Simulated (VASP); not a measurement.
VASP ran on this input.

KPOINTS:
```
Automatic mesh
0
Gamma
13 13 7
0 0 0
```

### INCAR
```
ALGO  =  Normal   ! blocked Davidson
SYSTEM  =  Sc
EDIFF  =  1E-6   ! SCF stop (eV)
SIGMA  =  0.1
PSTRESS  =  100
ISMEAR  =  1
LASPH  =  .True.   ! aspherical one-centre terms
ISIF  =  3   ! ions, shape and volume
GGA  =  PE   ! PBE
LMAXMIX  =  4   ! l cut-off of mixed one-centre charges
ENCUT  =  500
IBRION  =  2   ! conjugate gradients
NELM  =  100
NSW  =  40   ! most ionic steps
PREC  =  Accurate
LREAL  =  .False.   ! projection in real space or not
EDIFFG  =  -0.02   ! ionic stop
LWAVE  =  .False.
LCHARG  =  .False.
```

POSCAR:
```
Sc
1.0
  1.6200183436  -2.8059539795   0.0000000000
  1.6200183436   2.8059539795   0.0000000000
  0.0000000000   0.0000000000   5.0044206026
Sc
2
Cartesian
  1.6200183436   0.9353198638   1.2511051506
  1.6200183436  -0.9353198638   3.7533154519
```

POTCAR, in this order: Sc_sv (PBE.64 set). Program: vasp_std.

**Question.** Translate this PBE calculation to Quantum ESPRESSO's pw.x.

**Answer.** One equivalent input (not run):
```
&CONTROL
  calculation = 'vc-relax'
  pseudo_dir = './pseudo'
  outdir = './out'
  tprnfor = .true.
  tstress = .true.
  nstep = 40
  forc_conv_thr = 0.00078
/
&SYSTEM
  ibrav = 0
  nat = 2
  ntyp = 1
  ecutwfc = 78
  occupations = 'smearing'
  smearing = 'methfessel-paxton'
  degauss = 0.00735
  input_dft = 'pbe'
/
&ELECTRONS
  conv_thr = 7.3e-08
  electron_maxstep = 100
/
&IONS
/
&CELL
  press = 100
/
ATOMIC_SPECIES
  Sc 44.956 Sc.upf
CELL_PARAMETERS angstrom
     1.6200183   -2.8059540    0.0000000
     1.6200183    2.8059540    0.0000000
     0.0000000    0.0000000    5.0044206
ATOMIC_POSITIONS crystal
  Sc   0.3333330  0.6666670  0.2500000
  Sc   0.6666670  0.3333330  0.7500000
K_POINTS automatic
  13 13 7 0 0 0
```
What does not carry over: the potentials are each code's own (VASP's PAW set, PseudoDojo norm-conserving files in pw.x), so ENCUT and ecutwfc are chosen apart and not converted; conv_thr bounds pw.x's estimated SCF error, while EDIFF bounds the energy change between steps; forc_conv_thr acts on force components and is met together with etot_conv_thr.

The compound is Sc in the hcp structure. This run relaxes it under an external pressure of 10 GPa. Symmetry was kept, so distortions that lower it aren't found.
